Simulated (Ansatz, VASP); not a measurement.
# BiB: VASP beside Ansatz

Wanted: the spread between two codes on one cell, functional and k mesh. The cell is generated by rule, not measured, and may not be a known phase. The cell is taken from a series of runs on this material, whose earlier steps may have relaxed, scaled, displaced or heated it; both programs get it as it stands.

Method: plane waves, with VASP 6.6.1 beside it; zone-centre phonons at LDA, in Ansatz 0.2.0.

The structure was built from a prototype and need not be the compound's stable phase.

### 1. Set-up

It takes space group P6_3/mmc (No. 194, hexagonal). The conventional cell has a = 4.164 Å, b = 4.164 Å, c = 5.328 Å, α = 90.00°, β = 90.00°, γ = 120.00°. B has 5 Bi at 2.40 to 2.66 Å nearest. Nearest to Bi lie 5 B at 2.40 to 2.66 Å. Farther neighbours are not listed.

### 2. VASP: zone-centre phonons, LDA

Second derivatives magnify differences that forces hide, and they need a tight electronic threshold.

Lines of VASP's logs that name or quote its potential files are left out, and so is its time.

The input, INCAR:

```
SYSTEM = BiB
PREC = Accurate
ENCUT = 500
EDIFF = 1E-08
NELM = 120
ISMEAR = 1
SIGMA = 0.15
LREAL = .FALSE.
ALGO = Normal
GGA = CA
NBANDS = 24
LORBIT = 11
LWAVE = .FALSE.
LCHARG = .FALSE.
ISIF = 2
IBRION = 8
LASPH = .TRUE.
GGA_COMPAT = .FALSE.
KPAR = 2
```

The input, POSCAR:

```
BiB
1.0
    4.1640065608     -0.0000029013      0.0000000000
   -2.0820007678      3.6061369139      0.0000000000
    0.0000000000      0.0000000000      5.3277799398
B Bi
2 2
Direct
    0.3333333333      0.6666666667      0.2500000000
    0.6666666667      0.3333333333      0.7500000000
    0.6666666667      0.3333333333      0.2500000000
    0.3333333333      0.6666666667      0.7500000000
```

The input, KPOINTS:

```
Automatic mesh
0
Gamma
12 12 8
0 0 0
```

PAW data sets: B and Bi_d (LDA family, release 64).

Run with:

```console
$ mpirun -np 2 vasp_std
```

Numbers of over 12 decimals in the logs are rounded to 6 here.

The program printed:

```text
[banner, memory and clock lines left out]
running    2 mpi-ranks, on    1 nodes
 distrk:  each k-point on    1 cores,    2 groups
 distr:  one band on    1 cores,    1 groups

 POSCAR found type information on POSCAR B Bi
 POSCAR found :  2 types and       4 ions
 LDA part: xc-table for (Slater(with rela. corr.)+CA(PZ))
 , standard interpolation
 POSCAR, INCAR and KPOINTS ok, starting setup
 FFT: planning ... GRIDC
 FFT: planning ... GRID_SOFT
 FFT: planning ... GRID
 WAVECAR not read
 entering main loop
       N       E                     dE             d eps       ncg     rms          rms(c)
DAV:   1     0.346781994488E+03    0.34678E+03   -0.18545E+04  4560   0.172E+03
DAV:   2     0.102428221788E+02   -0.33654E+03   -0.33052E+03  4768   0.458E+02
DAV:   3    -0.194918893698E+02   -0.29735E+02   -0.29348E+02  5816   0.148E+02
DAV:   4    -0.204370635589E+02   -0.94517E+00   -0.94359E+00  5528   0.292E+01
DAV:   5    -0.204755180288E+02   -0.38454E-01   -0.38452E-01  6536   0.529E+00    0.470E+00
DAV:   6    -0.193043621878E+02    0.11712E+01   -0.37124E+00  5688   0.102E+01    0.146E+00
DAV:   7    -0.192679936795E+02    0.36369E-01   -0.38080E-01  5536   0.266E+00    0.759E-01
DAV:   8    -0.192548063235E+02    0.13187E-01   -0.45098E-02  6064   0.178E+00    0.144E-01
DAV:   9    -0.192536385749E+02    0.11677E-02   -0.59564E-03  6408   0.650E-01    0.542E-02
DAV:  10    -0.192536576817E+02   -0.19107E-04   -0.75825E-04  6144   0.212E-01    0.240E-02
DAV:  11    -0.192536559438E+02    0.17378E-05   -0.10390E-04  6328   0.786E-02    0.675E-03
DAV:  12    -0.192536551596E+02    0.78426E-06   -0.78834E-06  5848   0.161E-02    0.119E-03
DAV:  13    -0.192536552001E+02   -0.40532E-07   -0.29279E-07  5776   0.416E-03    0.371E-04
DAV:  14    -0.192536552047E+02   -0.45916E-08   -0.18715E-08  4704   0.131E-03
   1 F= -.19253655E+02 E0= -.19253866E+02  d E =0.632248E-03
 Linear response reoptimize wavefunctions to high precision
DAV:   1    -0.192536552049E+02   -0.22192E-09   -0.35804E-09  4168   0.518E-04
DAV:   2    -0.192536552050E+02   -0.83674E-10   -0.72387E-10  3448   0.287E-04
 Linear response DOF=           4
 Linear response progress:
  Degree of freedom:   1/  4
       N       E                     dE             d eps       ncg     rms          rms(c)
RMM:   1    -0.432855546051E-01   -0.43286E-01   -0.20030E-02 32304   0.115E+00
RMM:   2    -0.377669681508E-01    0.55186E-02   -0.26756E-03 28416   0.378E-01    0.689E-02
RMM:   3    -0.379884473845E-01   -0.22148E-03   -0.42133E-04 32151   0.120E-01    0.326E-02
RMM:   4    -0.381913566965E-01   -0.20291E-03   -0.11026E-04 31784   0.569E-02    0.690E-03
RMM:   5    -0.381728119179E-01    0.18545E-04   -0.85797E-06 35458   0.189E-02    0.140E-03
RMM:   6    -0.381728107873E-01    0.11306E-08   -0.40800E-07 35508   0.544E-03    0.535E-04
RMM:   7    -0.381705450137E-01    0.22658E-05    0.19355E-07 35521   0.232E-03    0.245E-04
RMM:   8    -0.381713334608E-01   -0.78845E-06   -0.71068E-08 35757   0.914E-04    0.114E-04
RMM:   9    -0.381714326556E-01   -0.99195E-07   -0.28171E-09 36352   0.251E-04    0.105E-05
RMM:  10    -0.381713761979E-01    0.56458E-07   -0.17858E-09 36061   0.928E-05    0.627E-06
RMM:  11    -0.381713866723E-01   -0.10474E-07   -0.42539E-09 36692   0.440E-05    0.305E-06
RMM:  12    -0.381713885433E-01   -0.18710E-08    0.91798E-10 36706   0.228E-05    0.519E-07
 first order change of Fermi-energy  -0.55072E-04
 force on displaced ion       1 direction 1 :  -8.285   0.000   0.000
 Linear response progress:
  Degree of freedom:   2/  4
       N       E                     dE             d eps       ncg     rms          rms(c)
RMM:   1    -0.427017685425E-01   -0.42702E-01   -0.50301E-03 11261   0.924E-01
RMM:   2    -0.401265743613E-01    0.25752E-02   -0.24717E-03  9903   0.236E-01    0.887E-02
RMM:   3    -0.402109417598E-01   -0.84367E-04   -0.67440E-04 11241   0.126E-01    0.343E-02
RMM:   4    -0.404170921853E-01   -0.20615E-03   -0.98254E-05 11885   0.461E-02    0.124E-02
RMM:   5    -0.404706891802E-01   -0.53597E-04   -0.17333E-05 11790   0.206E-02    0.348E-03
RMM:   6    -0.404780562334E-01   -0.73671E-05   -0.19279E-06 12177   0.805E-03    0.161E-03
RMM:   7    -0.404733444724E-01    0.47118E-05   -0.50266E-07 12318   0.307E-03    0.428E-04
RMM:   8    -0.404713424342E-01    0.20020E-05   -0.56994E-08 12399   0.963E-04    0.150E-04
RMM:   9    -0.404720385848E-01   -0.69615E-06   -0.82692E-09 12089   0.385E-04    0.365E-05
RMM:  10    -0.404720337762E-01    0.48086E-08    0.41152E-08 12586   0.143E-04    0.614E-06
 first order change of Fermi-energy  -0.30536E-03
 force on displaced ion       1 direction 3 :  -0.000   0.000  -0.074
 Linear response progress:
  Degree of freedom:   3/  4
       N       E                     dE             d eps       ncg     rms          rms(c)
RMM:   1    -0.329060995599E+00   -0.32906E+00    0.32825E-01 23456   0.866E+00
RMM:   2    -0.335432395468E+00   -0.63714E-02   -0.22679E-02 29917   0.116E+00    0.619E-02
RMM:   3    -0.335466047801E+00   -0.33652E-04   -0.20015E-03 34192   0.323E-01    0.364E-02
RMM:   4    -0.335138985186E+00    0.32706E-03   -0.15518E-04 33420   0.978E-02    0.514E-03
RMM:   5    -0.335163620717E+00   -0.24636E-04   -0.78660E-06 34537   0.335E-02    0.299E-03
RMM:   6    -0.335191812553E+00   -0.28192E-04   -0.18124E-06 34365   0.151E-02    0.700E-04
RMM:   7    -0.335191525233E+00    0.28732E-06    0.32041E-06 35438   0.599E-03    0.451E-04
RMM:   8    -0.335188979501E+00    0.25457E-05    0.13289E-06 35559   0.230E-03    0.101E-04
RMM:   9    -0.335188190621E+00    0.78888E-06    0.45542E-07 36290   0.949E-04    0.312E-05
RMM:  10    -0.335188011202E+00    0.17942E-06    0.17244E-07 36352   0.467E-04    0.141E-05
RMM:  11    -0.335187914263E+00    0.96940E-07    0.20457E-07 36545   0.250E-04    0.790E-06
RMM:  12    -0.335187758687E+00    0.15558E-06    0.17851E-07 34110   0.145E-04    0.202E-06
RMM:  13    -0.335187792061E+00   -0.33374E-07    0.68743E-08 37182   0.870E-05    0.159E-06
RMM:  14    -0.335187771842E+00    0.20219E-07    0.45102E-08 37297   0.569E-05    0.111E-06
RMM:  15    -0.335187742699E+00    0.29143E-07    0.13290E-08 38668   0.406E-05    0.425E-07
RMM:  16    -0.335187748444E+00   -0.57455E-08    0.14427E-08 37509   0.322E-05    0.545E-07
 first order change of Fermi-energy   0.78549E-05
 force on displaced ion       3 direction 1 :  -9.289  -0.000   0.000
 Linear response progress:
  Degree of freedom:   4/  4
       N       E                     dE             d eps       ncg     rms          rms(c)
RMM:   1    -0.343322550942E+00   -0.34332E+00    0.51600E-01  8295   0.916E+00
RMM:   2    -0.349630799834E+00   -0.63082E-02   -0.23780E-02 10569   0.109E+00    0.505E-02
RMM:   3    -0.349846948353E+00   -0.21615E-03   -0.19994E-03 11805   0.315E-01    0.264E-02
RMM:   4    -0.349816408783E+00    0.30540E-04   -0.30789E-04 12048   0.893E-02    0.119E-02
RMM:   5    -0.349799120913E+00    0.17288E-04   -0.83245E-05 12101   0.334E-02    0.237E-03
RMM:   6    -0.349794076940E+00    0.50440E-05   -0.53169E-05 12228   0.127E-02    0.798E-04
RMM:   7    -0.349789461690E+00    0.46152E-05    0.22885E-08 12631   0.474E-03    0.405E-04
RMM:   8    -0.349789120312E+00    0.34138E-06   -0.31268E-06 12471   0.206E-03    0.903E-05
RMM:   9    -0.349788412529E+00    0.70778E-06   -0.19797E-06 12407   0.878E-04    0.635E-05
RMM:  10    -0.349787613486E+00    0.79904E-06   -0.67004E-07 12558   0.427E-04    0.155E-05
RMM:  11    -0.349787448825E+00    0.16466E-06   -0.79209E-07 12798   0.232E-04    0.909E-06
RMM:  12    -0.349787181979E+00    0.26685E-06    0.50941E-07 12143   0.130E-04    0.213E-06
RMM:  13    -0.349787229701E+00   -0.47721E-07   -0.16958E-07 13076   0.771E-05    0.179E-06
RMM:  14    -0.349787175958E+00    0.53743E-07    0.12662E-07 13498   0.511E-05    0.100E-06
RMM:  15    -0.349787156448E+00    0.19510E-07    0.18510E-09 13952   0.384E-05    0.726E-07
RMM:  16    -0.349787143284E+00    0.13165E-07   -0.48916E-08 13778   0.322E-05    0.160E-07
RMM:  17    -0.349787130329E+00    0.12954E-07   -0.38125E-09 13579   0.285E-05    0.789E-08
 first order change of Fermi-energy   0.32239E-03
 force on displaced ion       3 direction 3 :  -0.000   0.000  -2.730
 Linear response finished
```

OUTCAR, selected parts (step 2):

```text
ion  position               nearest neighbor table
   1  0.333  0.667  0.250-   3 2.40   3 2.40   3 2.40   4 2.66   4 2.66
   2  0.667  0.333  0.750-   4 2.40   4 2.40   4 2.40   3 2.66   3 2.66
   3  0.667  0.333  0.250-   1 2.40   1 2.40   1 2.40   2 2.66   2 2.66   4 3.59   4 3.59   4 3.59
                             4 3.59   4 3.59   4 3.59
   4  0.333  0.667  0.750-   2 2.40   2 2.40   2 2.40   1 2.66   1 2.66   3 3.59   3 3.59   3 3.59
                             3 3.59   3 3.59   3 3.59

  LATTYP: Found a hexagonal cell.
 ALAT       =     4.1640065608
 C/A-ratio  =     1.2794840407

 Subroutine GETGRP returns: Found 24 space group operations
 (whereof 12 operations were pure point group operations)

The static configuration has the point symmetry D_3d.
 The point group associated with its full space group is D_6h.

 Found     95 irreducible k-points:

   k-points           NKPTS =     95   k-points in BZ     NKDIM =     95   number of bands    NBANDS=     24

   dimension x,y,z NGX =    30 NGY =   30 NGZ =   40
   dimension x,y,z NGXF=    60 NGYF=   60 NGZF=   80

   ENCUT  =  500.0 eV  36.75 Ry    6.06 a.u.   7.59  7.59  9.71*2*pi/ulx,y,z

   NELECT =      36.0000    total number of electrons

 k-points in reciprocal lattice and weights: Automatic mesh
   0.00000000  0.00000000  0.00000000       0.001
   0.08333333  0.00000000  0.00000000       0.005
   0.16666667  0.00000000  0.00000000       0.005
   0.25000000  0.00000000  0.00000000       0.005
   0.33333333  0.00000000  0.00000000       0.005
   0.41666667  0.00000000  0.00000000       0.005
   0.50000000  0.00000000  0.00000000       0.003
   0.08333333  0.08333333  0.00000000       0.005
   0.16666667  0.08333333  0.00000000       0.010
[...]
0.33333333  0.25000000  0.50000000       0.010
   0.33333333  0.33333333  0.50000000       0.002

 average (electrostatic) potential at core
       1 -31.5202       2 -31.5202       3-103.9013       4-103.9013

  Total        0.0272701      0.0272701      0.0563499      0.0000000     -0.0000000      0.0000000
  in kB        0.5461319      0.5461319      1.1285059      0.0000000     -0.0000000      0.0000000
  external PRESSURE =       0.7402566 kB  Pullay stress =       0.0000000 kB

  energy-cutoff  :      500.00
  volume of cell :       80.00
      direct lattice vectors                 reciprocal lattice vectors
     4.164006561 -0.000002901  0.000000000     0.240153417  0.138652417  0.000000000
    -2.082000768  3.606136914  0.000000000     0.000000193  0.277305168  0.000000000
     0.000000000  0.000000000  5.327779940     0.000000000  0.000000000  0.187695440

 POSITION                                       TOTAL-FORCE (eV/Angst)
 -----------------------------------------------------------------------------------
      0.00000      2.40409      1.33194         0.000000      0.000000     -0.000000
      2.08200      1.20204      3.99583         0.000000     -0.000000     -0.000000
      2.08200      1.20204      1.33194        -0.000000     -0.000000      0.000000
      0.00000      2.40409      3.99583         0.000000     -0.000000      0.000000
 -----------------------------------------------------------------------------------
    total drift:                               -0.000000      0.000000      0.000000

 Eigenvectors and eigenvalues of the dynamical matrix
 ----------------------------------------------------

   1 f  =   14.183774 THz    89.119278 2PiTHz  473.119764 cm-1    58.659348 meV
             X         Y         Z           dx          dy          dz
      0.000002  2.404090  1.331945    -0.002388   -0.694264    0.000000
      2.082004  1.202044  3.995835     0.002388    0.694264   -0.000000
      2.082004  1.202044  1.331945     0.000461    0.134134   -0.000000
      0.000002  2.404090  3.995835    -0.000461   -0.134134    0.000000

   2 f  =   14.183774 THz    89.119278 2PiTHz  473.119764 cm-1    58.659348 meV
             X         Y         Z           dx          dy          dz
      0.000002  2.404090  1.331945    -0.694264    0.002388   -0.000000
      2.082004  1.202044  3.995835     0.694264   -0.002388   -0.000000
      2.082004  1.202044  1.331945     0.134134   -0.000461   -0.000000
      0.000002  2.404090  3.995835    -0.134134    0.000461   -0.000000

   3 f  =   13.778108 THz    86.570407 2PiTHz  459.588219 cm-1    56.981651 meV
             X         Y         Z           dx          dy          dz
      0.000002  2.404090  1.331945     0.002370    0.689426    0.000000
      2.082004  1.202044  3.995835     0.002370    0.689426   -0.000000
      2.082004  1.202044  1.331945    -0.000540   -0.157119    0.000000
      0.000002  2.404090  3.995835    -0.000540   -0.157119    0.000000

   4 f  =   13.778108 THz    86.570407 2PiTHz  459.588219 cm-1    56.981651 meV
             X         Y         Z           dx          dy          dz
      0.000002  2.404090  1.331945    -0.689426    0.002370    0.000000
      2.082004  1.202044  3.995835    -0.689426    0.002370    0.000000
      2.082004  1.202044  1.331945     0.157119   -0.000540    0.000000
      0.000002  2.404090  3.995835     0.157119   -0.000540    0.000000

   5 f  =    4.806959 THz    30.203014 2PiTHz  160.342890 cm-1    19.879976 meV
             X         Y         Z           dx          dy          dz
      0.000002  2.404090  1.331945     0.000000   -0.000000   -0.590163
      2.082004  1.202044  3.995835    -0.000000    0.000000    0.590163
      2.082004  1.202044  1.331945     0.000000   -0.000000    0.389496
      0.000002  2.404090  3.995835    -0.000000    0.000000   -0.389496

   6 f  =    2.303564 THz    14.473722 2PiTHz   76.838639 cm-1     9.526773 meV
             X         Y         Z           dx          dy          dz
      0.000002  2.404090  1.331945    -0.000471   -0.134134   -0.000000
      2.082004  1.202044  3.995835     0.000471    0.134134    0.000000
      2.082004  1.202044  1.331945    -0.002439   -0.694264    0.000000
      0.000002  2.404090  3.995835     0.002439    0.694264    0.000000

   7 f  =    2.303564 THz    14.473722 2PiTHz   76.838639 cm-1     9.526773 meV
             X         Y         Z           dx          dy          dz
      0.000002  2.404090  1.331945     0.134134   -0.000471    0.000000
      2.082004  1.202044  3.995835    -0.134134    0.000471    0.000000
      2.082004  1.202044  1.331945     0.694264   -0.002439   -0.000000
      0.000002  2.404090  3.995835    -0.694264    0.002439    0.000000

   8 f  =    0.029429 THz     0.184905 2PiTHz    0.981631 cm-1     0.121707 meV
             X         Y         Z           dx          dy          dz
      0.000002  2.404090  1.331945    -0.000000    0.000000    0.151263
      2.082004  1.202044  3.995835    -0.000000    0.000000    0.151263
      2.082004  1.202044  1.331945    -0.000000    0.000000    0.690738
      0.000002  2.404090  3.995835    -0.000000    0.000000    0.690738

   9 f/i=    0.005905 THz     0.037102 2PiTHz    0.196966 cm-1     0.024421 meV
             X         Y         Z           dx          dy          dz
      0.000002  2.404090  1.331945     0.007342   -0.156948    0.000000
      2.082004  1.202044  3.995835     0.007342   -0.156948    0.000000
      2.082004  1.202044  1.331945     0.032216   -0.688677    0.000000
      0.000002  2.404090  3.995835     0.032216   -0.688677    0.000000

  10 f/i=    0.005905 THz     0.037102 2PiTHz    0.196966 cm-1     0.024421 meV
             X         Y         Z           dx          dy          dz
      0.000002  2.404090  1.331945    -0.156948   -0.007342   -0.000000
      2.082004  1.202044  3.995835    -0.156948   -0.007342   -0.000000
      2.082004  1.202044  1.331945    -0.688677   -0.032216   -0.000000
      0.000002  2.404090  3.995835    -0.688677   -0.032216   -0.000000

  11 f/i=    0.154769 THz     0.972444 2PiTHz    5.162547 cm-1     0.640074 meV
             X         Y         Z           dx          dy          dz
      0.000002  2.404090  1.331945    -0.000000    0.000000    0.389496
      2.082004  1.202044  3.995835    -0.000000    0.000000   -0.389496
      2.082004  1.202044  1.331945    -0.000000    0.000000    0.590163
      0.000002  2.404090  3.995835    -0.000000    0.000000   -0.590163

  12 f/i=    3.651829 THz    22.945118 2PiTHz  121.811903 cm-1    15.102744 meV
             X         Y         Z           dx          dy          dz
      0.000002  2.404090  1.331945     0.000000   -0.000000    0.690738
      2.082004  1.202044  3.995835     0.000000   -0.000000    0.690738
      2.082004  1.202044  1.331945     0.000000   -0.000000   -0.151263
      0.000002  2.404090  3.995835     0.000000   -0.000000   -0.151263

 ELASTIC MODULI CONTR FROM IONIC RELAXATION (kBar)
 Direction    XX          YY          ZZ          XY          YZ          ZX
 --------------------------------------------------------------------------------
 XX        -274.7570    274.7570     -0.0000     -0.0000     -0.0000      0.0000
 YY         274.7570   -274.7570      0.0000     -0.0000      0.0000     -0.0000
 ZZ          -0.0000      0.0000     -0.0000     -0.0000     -0.0000      0.0000
 XY          -0.0000     -0.0000     -0.0000   -274.7570     -0.0000      0.0000
 YZ          -0.0000      0.0000     -0.0000     -0.0000     -0.0000      0.0000
 ZX           0.0000     -0.0000      0.0000      0.0000      0.0000     -0.0000
 --------------------------------------------------------------------------------
```

Energies printed during the response cycles are not total energies of the cell.

[end of part 1 of 2]

[Lines on the potential files, build, host, timing and source positions are cut from VASP's logs without a mark.]

[Logs are printed without paths, hosts, clocks, repeated set-up lines and the standing remarks that a program may print on its own settings, such as how far it seeks lower states.]

[Hosts, paths, dates, database ids (printed as entryN), source tags and the programs' standing remarks are cut or masked in the printed files.]
